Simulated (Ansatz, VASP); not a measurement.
# Y: VASP beside Ansatz

One calculation is typed for both programs; each brings its own data sets and cutoff. How far apart do they land? The cell is a member of a volume series, scaled by 1.02 from a relaxed one, so a pressure remains.

Calculated with Ansatz 0.2.0; plane waves, with VASP 6.6.1 beside it; single point at PBEsol and electric field gradients at PBEsol.

### 1. Starting point

Symmetry: P6_3/mmc, No. 194, hexagonal system. Conventional cell: a = 3.628 Å, b = 3.628 Å, c = 5.610 Å, α = 90.00°, β = 90.00°, γ = 120.00°. Y has 12 Y at 3.50 to 3.63 Å nearest.

Structure file:

```cif
data_structure
_symmetry_space_group_name_H-M 'P6_3/mmc'
_symmetry_Int_Tables_number 194
_cell_length_a 3.6278
_cell_length_b 3.6278
_cell_length_c 5.6104
_cell_angle_alpha 90.000
_cell_angle_beta 90.000
_cell_angle_gamma 120.000
_cell_volume 63.94
loop_
_atom_site_label
_atom_site_type_symbol
_atom_site_symmetry_multiplicity
_atom_site_Wyckoff_symbol
_atom_site_fract_x
_atom_site_fract_y
_atom_site_fract_z
_atom_site_occupancy
Y1 Y 2 c 0.33333 0.66667 0.25000 1
```

### 2. Ansatz: single point, PBEsol, volume scaled by 1.02

Ansatz runs on its default PAW (the set named soft_2) files.

A single point gives forces, pressure and levels at one fixed geometry, so differences don't come from the geometry; what else differs is listed under the comparison.

input.yaml reads:

```yaml
crystal:
  lattice:
    - [3.6277802888, 0.0, 0.0]
    - [-1.8138901444, 3.1417498895, 0.0]
    - [0.0, 0.0, 5.6103680555]
  atoms:
    - { symbol: "Y", position: [0.3333333333, 0.6666666667, 0.25] }
    - { symbol: "Y", position: [0.6666666667, 0.3333333333, 0.75] }
hamiltonian:
  xc: pbesol
  pseudopotentials: { kind: paw }
kpoints:
  mp_grid: { grid: [7, 7, 4] }
scf:
  occupations: { method: methfessel_paxton, width: 0.2 }
  n_extra_bands: 4
output:
  forces: true
  stress: true
  eigenvalues: true
```

Command:

```
$ ansatz run input.yaml --threads 2 --pin off --max-ram 4608MiB --backend cpu --events-out ev --progress --plain --runs-dir out
```

Numbers of over 12 decimals in the logs are rounded to 6 here.

What it wrote:

```text
scf.n_extra_bands = 4 over 11 filled bands (N_el = 22.0): the run solves 15 bands
Engine: ansatz 0.2.0, aarch64-unknown-linux-gnu
Pseudopotentials: kind: paw
Pseudopotential: Y, paw, valence charge 11, recommended cutoff 420 eV (normal), Y.paw.azcp
Functional definition: PBEsol
  exchange = pbesol_x
  correlation = pbesol_c
Crystal: 2 atoms, lattice volume = 63.945 Å³
Basis set: ecut = 420 eV, 1243 PW (Γ), exchange–correlation on 50×50×80 points (8 copies of the dense FFT grid, shifted against one another)
Bands: 15, of which v1, the nominal top of the filled ones, is band 11 counted from 1 (10 counted from 0)
Symmetry: 24 space group operations
Space group: P63/mmc (ITA 194), of the structure as read, at distance tolerance 4.0e-5 Å
k-points: 24 of 196
Non-local potential: Y, projectors of the file, l = 0: 3, l = 1: 2, l = 2: 2, l = 3: 1
PAW form: soft (Blöchl's): semilocal exchange-correlation on the pseudo side does not see the compensation charge
PAW frozen core: Y, regenerated for the run's functional, and the local potential with it (the file was generated under x = pbe(κ = 0.804, μ = 0.219515), c = pbe(β = 0.066725))
PAW one-centre angular grid: Y, 590 points (default); XC on 64 Gauss nodes
Initial density: superposition of atomic densities (neutral atoms: chi_scale 0, normalization atom), corrected by the library's trained network
Initial wavefunctions: pseudopotential atomic-orbital guess
Functional: x = pbesol(κ = 0.804, μ = 0.123457), c = pbesol(β = 0.046)
SCF iter   1: F=—  HF=-7590.148897 eV  |F-HF|=—  |Δ(HF+E_count)|=         —  Δρ=2.63e-3  dr2=4.17e-3  ethr=1.77e-3  ⟨swp⟩=4.8  Hψ=1585  notcnv=0
preconditioner: auto → Kerker (q_TF=auto, 2.284 Å⁻¹)  [metal: Δε(μ)=0.031 eV  Ē_g=2.594 eV  σ=0.200 eV  W_gap=0.13  n_scr=10 (ndim 8)  ℏωp=11.4 eV  f_vac=0.000  D(μ)=3.42/eV (n_scr^D=34)]
SCF iter   2: F=—  HF=-7590.147951 eV  |F-HF|=—  |Δ(HF+E_count)|=   9.46e-4  S|Δr|=    0.00e0  Δρ=1.51e-3  dr2=1.47e-3  ethr=1.89e-5  ⟨swp⟩=2.6  Hψ=752  notcnv=0
SCF iter   3: F=—  HF=-7590.147648 eV  |F-HF|=—  |Δ(HF+E_count)|=   3.04e-4  S|Δr|=    0.00e0  Δρ=2.53e-4  dr2=7.12e-5  ethr=6.70e-6  ⟨swp⟩=1.8  Hψ=410  notcnv=0
SCF iter   4: F=—  HF=-7590.147626 eV  |F-HF|=—  |Δ(HF+E_count)|=   2.18e-5  S|Δr|=    0.00e0  Δρ=9.84e-5  dr2=4.84e-6  ethr=3.24e-7  ⟨swp⟩=2.7  Hψ=551  notcnv=0
SCF iter   5: F=—  HF=-7590.147625 eV  |F-HF|=—  |Δ(HF+E_count)|=   7.12e-7  S|Δr|=    0.00e0  Δρ=1.52e-5  dr2=1.24e-7  ethr=2.20e-8  ⟨swp⟩=2.0  Hψ=603  notcnv=0
SCF iter   6: F=-7590.147625 eV  HF=-7590.147625 eV  |F-HF|=2.97e-9  |Δ(HF+E_count)|=   2.51e-8  S|Δr|=    0.00e0  Δρ=3.33e-6  dr2=5.83e-9  ethr=4.55e-10  ⟨swp⟩=4.6  Hψ=1340  notcnv=0
SCF 1 converged in 6 iterations: F = -7590.147625 eV  dr2 = 5.83e-9
  greatest PAW one-centre occupation: 0.993 electrons in one spin orbital (limit 2), on the Y atom at site 1 (counted from 0), in its partial waves of l = 0
SCF converged after 6 iterations
Stability not checked: this state was not tested for a lower state beside it, because cold or Methfessel-Paxton smearing, or corrected tetrahedra, fill the levels in a way that the test cannot read (fill_not_monotonic; see scf.lower_state_search)
Free energy (F): -7590.147625 eV
Harris-Foulkes:  -7590.147625 eV  (|F-HF|=2.97e-9)
Internal energy: -7590.148600 eV  (E = F + TS)
E sigma→0 (E₀):  -7590.147869 eV
Entropy (-TS):   0.000975 eV (0.488 meV/atom)
Fermi energy:    9.531001 eV
--- Per-component energies (eV) ---
  E_band       = -237.632884
  E_kinetic    = 609.295456
  E_local      = -1211.917917  (includes V_loc(G=0)·N_el)
  E_nonlocal   = 103.587795
  E_hartree    = 383.088425
  E_xc         = -342.714301
  E_vxc        = -395.383531  (∫ρ·V_xc dr)
  E_paw        = -5546.934098  (= ΣΔE_a)
  E_vpaw       = -109.389218  (= ΣTr[D̂ρ^β])
  E_aug_tail   = 0.000005  (compensation charges beyond the density's cutoff)
  E_ewald      = -1584.851512
  E_core_change = 0.297546  (= ΣΔE_core)
  E_smearing   = 0.000975  (= −TS)
  E_closure    = -0.000000  (closes the sum)
  Σ components = -7590.147625   (vs F -7590.147625, Δ=0.00e0)
--- Forces (eV/Å), atoms counted from 1 ---
  atom   1  Y     -0.00000000    -0.00000000     0.00000000
  atom   2  Y     -0.00000000     0.00000000     0.00000000
  max |Σ_I F_I| component: 1.85e-17 eV/Å
--- Stress (GPa, compression-positive) ---
       -0.700176       0.000000       0.000000
       -0.000000      -0.700176       0.000000
        0.000000       0.000000      -0.741183
  P = ⅓ Tr σ = -0.7138 GPa (-7.138 kbar)
--- Band table (eV; the first three rows and the last of 24) ---
  k-point 0: bands = [... 7 lower, -12.6577, 4.8211, 7.6385, 10.5987, 11.2550, 11.2550, 11.6978, 11.9087]
  k-point 1: bands = [... 7 lower, -12.7283, 5.2409, 7.3462, 10.2993, 11.0849, 11.0849, 11.3006, 11.5790]
  k-point 2: bands = [... 7 lower, -12.7658, 6.3096, 6.3096, 10.5364, 10.5364, 11.1517, 11.1517, 11.1517]
  k-point 23: bands = [... 7 lower, -12.7759, 8.6429, 8.6429, 9.5560, 9.5560, 9.9907, 9.9907, 12.2245]
```

The job ended after 1.4 s (2 threads of Arm Neoverse N1, shared host; peak memory 0.29 GiB; 2.2 s of CPU time).

The column dr2 measures how far the density is from self-consistency, as an energy; F and HF (Harris–Foulkes) agree once it is small.

The run ends at a pressure of -0.71 GPa.

### 3. VASP: single point, PBEsol, volume scaled by 1.02

The same cell, functional, mesh and smearing now go to VASP, with its own data sets and cutoff.

Lines of VASP's logs that name or quote its potential files are left out, and so is its time.

INCAR reads:

```
SYSTEM = Y
PREC = Accurate
ENCUT = 400
EDIFF = 1E-06
NELM = 100
ISMEAR = 1
SIGMA = 0.2
LREAL = .FALSE.
ALGO = Normal
GGA = PS
NBANDS = 17
LASPH = .TRUE.
LORBIT = 11
LWAVE = .FALSE.
LCHARG = .FALSE.
KPAR = 2
ISIF = 2
```

POSCAR reads:

```
Y
1.0
    3.6277802888      0.0000000000      0.0000000000
   -1.8138901444      3.1417498895      0.0000000000
    0.0000000000      0.0000000000      5.6103680555
Y
2
Direct
    0.3333333333      0.6666666667      0.2500000000
    0.6666666667      0.3333333333      0.7500000000
```

KPOINTS reads:

```
Automatic mesh
0
Gamma
7 7 4
0 0 0
```

PAW data sets: Y_sv (PBE family, release 64).

Command:

```
$ mpirun -np 2 vasp_std
```

What it wrote:

```text
[banner, memory and clock lines left out]
running    2 mpi-ranks, on    1 nodes
 distrk:  each k-point on    1 cores,    2 groups
 distr:  one band on    1 cores,    1 groups

 POSCAR found type information on POSCAR Y
 POSCAR found :  1 types and       2 ions
|                                                                             |
|               ----> ADVICE to this user running VASP <----                  |
|                                                                             |
|     You enforced a specific xc type in the INCAR file but a different       |
|     [... a line on the potential file left out ...]
|     I HOPE YOU KNOW WHAT YOU ARE DOING!                                     |
|                                                                             |

 LDA part: xc-table for (Slater+PW92), standard interpolation
 POSCAR, INCAR and KPOINTS ok, starting setup
 FFT: planning ... GRIDC
 FFT: planning ... GRID_SOFT
 FFT: planning ... GRID
 WAVECAR not read
 entering main loop
       N       E                     dE             d eps       ncg     rms          rms(c)
DAV:   1     0.748055013295E+02    0.74806E+02   -0.10111E+04   824   0.103E+03
DAV:   2    -0.732789359617E+01   -0.82133E+02   -0.80811E+02  1035   0.232E+02
DAV:   3    -0.139267751551E+02   -0.65989E+01   -0.65563E+01  1460   0.406E+01
DAV:   4    -0.140967142493E+02   -0.16994E+00   -0.16987E+00  1013   0.690E+00
DAV:   5    -0.141016115644E+02   -0.48973E-02   -0.48968E-02  1153   0.826E-01    0.340E+01
DAV:   6    -0.137236715502E+02    0.37794E+00   -0.46474E-01   878   0.431E+00    0.212E+01
DAV:   7    -0.136549573752E+02    0.68714E-01   -0.91552E-01  1049   0.554E+00    0.187E+00
DAV:   8    -0.136417551964E+02    0.13202E-01   -0.17325E-01   993   0.249E+00    0.116E+00
DAV:   9    -0.136409576095E+02    0.79759E-03   -0.48543E-03  1160   0.444E-01    0.483E-01
DAV:  10    -0.136410920438E+02   -0.13443E-03   -0.17700E-03   906   0.388E-01    0.297E-01
DAV:  11    -0.136410475514E+02    0.44492E-04   -0.98796E-05  1185   0.853E-02    0.520E-02
DAV:  12    -0.136410432571E+02    0.42943E-05   -0.29819E-05   900   0.476E-02    0.180E-02
DAV:  13    -0.136410460016E+02   -0.27445E-05   -0.55894E-06   894   0.209E-02    0.343E-03
DAV:  14    -0.136410461015E+02   -0.99939E-07   -0.16080E-07   519   0.326E-03
   1 F= -.13641046E+02 E0= -.13641351E+02  d E =0.915823E-03
```

OUTCAR, selected parts (step 3):

```text
ion  position               nearest neighbor table
   1  0.333  0.667  0.250-   2 3.50   2 3.50   2 3.50   2 3.50   2 3.50   2 3.50
   2  0.667  0.333  0.750-   1 3.50   1 3.50   1 3.50   1 3.50   1 3.50   1 3.50

  LATTYP: Found a hexagonal cell.
 ALAT       =     3.6277802888
 C/A-ratio  =     1.5465016095

 Subroutine GETGRP returns: Found 24 space group operations
 (whereof 12 operations were pure point group operations)

The static configuration has the point symmetry D_3d.
 The point group associated with its full space group is D_6h.

 Found     24 irreducible k-points:

   k-points           NKPTS =     24   k-points in BZ     NKDIM =     24   number of bands    NBANDS=     17

   dimension x,y,z NGX =    24 NGY =   24 NGZ =   40
   dimension x,y,z NGXF=    48 NGYF=   48 NGZF=   80

   ENCUT  =  400.0 eV  29.40 Ry    5.42 a.u.   5.92  5.92  9.15*2*pi/ulx,y,z

   NELECT =      22.0000    total number of electrons

 k-points in reciprocal lattice and weights: Automatic mesh
   0.00000000  0.00000000  0.00000000       0.005
   0.14285714 -0.00000000  0.00000000       0.031
   0.28571429  0.00000000  0.00000000       0.031
   0.42857143 -0.00000000  0.00000000       0.031
   0.14285714  0.14285714  0.00000000       0.031
   0.28571429  0.14285714  0.00000000       0.061
   0.42857143  0.14285714  0.00000000       0.031
   0.28571429  0.28571429  0.00000000       0.031
   0.00000000  0.00000000  0.25000000       0.010
[...]
0.42857143  0.14285714  0.50000000       0.031
   0.28571429  0.28571429  0.50000000       0.031

 average (electrostatic) potential at core
       1 -37.3737       2 -37.3737

 E-fermi :   3.0234

 k-point     1 :       0.0000    0.0000    0.0000
  band No.  band energies     occupation
    ...
      6     -19.2425      2.00000
      7     -19.2425      2.00000
      8     -19.1872      2.00000
      9      -1.7301      2.00000
     10       1.1168      2.00000
     11       4.0984     -0.00000
     12       4.7452     -0.00000
     13       4.7452     -0.00000
     14       5.1877     -0.00000
     15       5.3982     -0.00000
    ...

 k-point     2 :       0.1429   -0.0000    0.0000
  band No.  band energies     occupation
    ...
      6     -19.3203      2.00000
      7     -19.2516      2.00000
      8     -19.2074      2.00000
      9      -1.2959      2.00000
     10       1.5056      2.00000
     11       3.6323     -0.00015
     12       3.9902     -0.00000
     13       4.9771     -0.00000
     14       5.1541     -0.00000
     15       5.3361     -0.00000
    ...

 k-point     3 :       0.2857    0.0000    0.0000
  band No.  band energies     occupation
    ...
      7     -19.2752      2.00000
      8     -19.2667      2.00000
      9      -0.1753      2.00000
     10       2.1219      2.00000
     11       2.7942      2.06878
     12       3.2196     -0.04610
     13       4.5549     -0.00000
     14       4.8212     -0.00000
     15       4.8248     -0.00000
     16       6.3117     -0.00000
    ...

  Total       -0.3334632     -0.3334632     -0.3497634      0.0000000      0.0000000      0.0000000
  in kB       -8.3551569     -8.3551569     -8.7635698      0.0000000      0.0000000      0.0000000
  external PRESSURE =      -8.4912945 kB  Pullay stress =       0.0000000 kB

  energy-cutoff  :      400.00
  volume of cell :       63.94
      direct lattice vectors                 reciprocal lattice vectors
     3.627780289  0.000000000  0.000000000     0.275650651  0.159146978  0.000000000
    -1.813890144  3.141749889  0.000000000     0.000000000  0.318293956  0.000000000
     0.000000000  0.000000000  5.610368056     0.000000000  0.000000000  0.178241426

 POSITION                                       TOTAL-FORCE (eV/Angst)
 -----------------------------------------------------------------------------------
     -0.00000      2.09450      1.40259         0.000000      0.000000      0.000000
      1.81389      1.04725      4.20778        -0.000000     -0.000000      0.000000
 -----------------------------------------------------------------------------------
    total drift:                               -0.000000      0.000000     -0.000000

  FREE ENERGIE OF THE ION-ELECTRON SYSTEM (eV)
  ---------------------------------------------------
  free  energy   TOTEN  =       -13.6410461015 eV

  energy  without entropy=      -13.6419619249  energy(sigma->0) =      -13.64135138

 total charge
# of ion       s       p       d       f       tot
--------------------------------------------------
    1        2.287   6.233   0.938   0.007   9.465
    2        2.287   6.233   0.938   0.007   9.465
--------------------------------------------------
tot          4.573  12.466   1.877   0.014  18.929

[... 3 further parts left out ...]
```

The k-mesh is coarse for a metal. The scan keeps the cell's shape and the fractional positions fixed.

### 4. Comparison

Known differences besides the potentials themselves: the cutoff is 420 eV in Ansatz and 400 eV in VASP; Ansatz makes its cores anew for this functional, VASP keeps those of its PBE data sets. Total energies have different zeros and are not compared.

Both answers:

| quantity | Ansatz | VASP | difference |
| --- | --- | --- | --- |
| pressure (GPa) | -0.71 | -0.85 | +0.14 |

(Part 1 of 2 ends here.)

[Lines on the potential files, build, host, timing and source positions are cut from VASP's logs without a mark.]

[Logs are printed without paths, hosts, clocks, repeated set-up lines and the standing remarks that a program may print on its own settings, such as how far it seeks lower states.]

[Hosts, paths, dates, database ids (printed as entryN), source tags and the programs' standing remarks are cut or masked in the printed files.]
